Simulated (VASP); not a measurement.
Computed with PBE GGA with spin-orbit coupling, VASP's PBE PAW potentials (set 64) (plane waves; VASP 6.6.1).

A VASP calculation is set up with these files.

File KPOINTS:
```
Automatic mesh
0
Gamma
15 15 8
0 0 0
```

File POSCAR:
```
Co
2.490280
  0.4999999301  -0.8660253755   0.0000000000
  0.4999999301   0.8660253755   0.0000000000
  0.0000000000   0.0000000000   1.6155609917
Co
2
Cart
  0.4999999301   0.2886757025   0.4038902479
  0.4999999301  -0.2886757025   1.2116707438
```

File KPOINTS_OPT:
```
k-points along high-symmetry lines
5
Line-mode
Reciprocal
  0.000000   0.000000   0.000000 ! GAMMA
 -0.000000   0.500000   0.000000 ! M

 -0.000000   0.500000   0.000000 ! M
 -0.333333   0.666667   0.000000 ! K

 -0.333333   0.666667   0.000000 ! K
  0.000000   0.000000   0.000000 ! GAMMA

  0.000000   0.000000   0.000000 ! GAMMA
  0.000000   0.000000   0.500000 ! A

  0.000000   0.000000   0.500000 ! A
 -0.000000   0.500000   0.500000 ! L

 -0.000000   0.500000   0.500000 ! L
 -0.333333   0.666667   0.500000 ! H

 -0.333333   0.666667   0.500000 ! H
  0.000000   0.000000   0.500000 ! A

 -0.000000   0.500000   0.500000 ! L
 -0.000000   0.500000   0.000000 ! M

 -0.333333   0.666667   0.500000 ! H
 -0.333333   0.666667   0.000000 ! K
```

INCAR:
```
SYSTEM  =  Co
PREC  =  Accurate; ENCUT  =  400; LREAL  =  .False.
LASPH  =  .True.
EDIFF  =  1E-6; NELM  =  100; ALGO  =  Normal
LMAXMIX  =  4
ISMEAR  =  0; SIGMA  =  0.05
GGA  =  PE; GGA_COMPAT  =  .False.
MAGMOM  =  2*0 1.6 2*0 1.6
LSORBIT  =  .True.
LWAVE  =  .False.; LCHARG  =  .False.; LORBIT  =  11
```

POTCAR, in this order: Co (PBE.64 set). Program: vasp_ncl.

What will the output report for the number of irreducible k-points (NKPTS), number of bands (NBANDS), largest plane-wave count, number of space-group operations, FFT grid (NGX, NGY, NGZ)?

```yaml
number of irreducible k-points (NKPTS): 195
number of bands (NBANDS): 30
largest_plane_wave_count: 806
number_of_space_group_operations: 12
FFT grid (NGX, NGY, NGZ): 16 × 16 × 28
```

The compound is Co in the hcp structure. It was relaxed first.
